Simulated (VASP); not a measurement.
Data:

```xyz
2
Lattice="0.0000 3.3774 3.3774 3.3774 0.0000 3.3774 3.3774 3.3774 0.0000" Properties=species:S:1:pos:R:3 pbc="T T T"
Cd     0.0000     0.0000     0.0000
Te     1.6887     1.6887     1.6887
```

The numbers are results of PBE GGA, VASP's PBE PAW potentials (set 64) (plane waves; VASP), not measurements. Settings: 520 eV cut-off, 7×7×7 Γ-centred mesh, Gaussian smearing of 0.050 eV, potentials Cd Te.

Task: Give the stress tensor in GPa (positive for a compressed cell).

Result: 
```
-1.78   0.00   0.00
 0.00  -1.78   0.00
 0.00   0.00  -1.78
```
The pressure is its mean diagonal, -1.78 GPa.

The compound is CdTe in the zinc blende structure. This cell is one point of a volume scan, at 1.06 of the reference volume.
